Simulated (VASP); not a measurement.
```yaml
crystal:
  lattice:
    - [3.87738, 0.00000, 0.00000]
    - [0.00000, 3.87738, 0.00000]
    - [0.00000, 0.00000, 3.87738]
  atoms:
    - { symbol: Sr, position: [0.00000, 0.00000, 0.00000] }
    - { symbol: Ti, position: [0.50000, 0.50000, 0.50000] }
    - { symbol: O, position: [0.50000, 0.00000, 0.50000] }
    - { symbol: O, position: [0.00000, 0.50000, 0.50000] }
    - { symbol: O, position: [0.50000, 0.50000, 0.00000] }
```

All values below come from rev-vdW-DF2, VASP's PBE PAW potentials (set 64) (plane waves; VASP). Numerical set-up: 520 eV cut-off, 6×6×6 Γ-centred mesh, Gaussian smearing of 0.050 eV, potentials Sr_sv Ti_sv O.

Problem. The job: SrTiO3 (cubic perovskite), 5 atoms, rev-vdW-DF2, static run, 520 eV, 6×6×6 Γ-centred mesh. Roughly how much core time does it take on a busy server core?

Solution. About 40 core-seconds (one run on a shared machine, a rough figure). It had 20 irreducible k-points, 24 bands, up to 1596 plane waves and 18 electronic steps.

The compound is SrTiO3 in the cubic perovskite structure, the ideal cubic form; the compound distorts at low or room temperature. This cell is one point of a volume scan, at 0.97 of the reference volume.
